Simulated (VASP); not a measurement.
```xyz
1
Lattice="0.0000 1.8935 1.8935 1.8935 0.0000 1.8935 1.8935 1.8935 0.0000" Properties=species:S:1:pos:R:3 pbc="T T T"
Cu     1.8935     1.8935     0.0000
```

Level of theory: vdW-DF2, VASP's PBE PAW potentials (set 64) (plane waves; VASP). Run with 520 eV cut-off, 17×17×17 Γ-centred mesh, first-order Methfessel-Paxton smearing of 0.10 eV, potentials Cu.

Give the stress tensor in GPa (positive for a compressed cell).

```
-2.73   0.00   0.00
 0.00  -2.73   0.00
 0.00   0.00  -2.73
```
The pressure is its mean diagonal, -2.73 GPa.

The compound is Cu in the fcc structure. This cell is one point of a volume scan, at 1.03 of the reference volume.
